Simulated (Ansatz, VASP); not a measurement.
# Two plane-wave programs on TeW

```
W Te
1.0
     0.00000    2.82952    2.82952
     2.82952    0.00000    2.82952
     2.82952    2.82952    0.00000
W Te
1 1
Direct
  0.00000 0.00000 0.00000
  0.50000 0.50000 0.50000
```

Alike in both runs: functional PBE; k mesh 6 × 6 × 6; occupations gaussian, width 0.1 eV; collinear spin.

Ansatz relaxed the structure, and its values are those at the end. VASP's run is a single point on that final structure, the one shown.

|  | VASP | Ansatz |
| --- | --- | --- |
| version | VASP 6.6.1 | Ansatz 0.2.0 |
| potentials or method | VASP PAW PBE potentials, release 64 (W_sv, Te) | scalar-relativistic, plane waves, PAW |
| plane-wave cutoff (eV) | 520 | 420 |
| valence electrons in the cell | 20 | 30 |

VASP gave:

| Property | Result |
| --- | --- |
| gap on the k mesh at the Fermi level (eV) | none |
| pressure (GPa) | -0.2 |
| net moment per atom (μB) | 1.09 |
| size of the moment on the site where the two differ most (μB) | 1.75 |

Which values does Ansatz return?

gap on the k mesh at the Fermi level (eV): none; pressure (GPa): -0.1; net moment per atom (μB): 1.09; size of the moment on the site where the two differ most (μB): 1.65.

Site moments also hang on the region over which each program counts them. A gap of «none» marks a metal or a gap that the smearing closes. With one functional, cell and mesh, what is left measures potentials, basis and numerics. The two sets of potentials don't hold the same shells in valence.

Spin-orbit coupling is left out, which matters for the levels of Te, W.
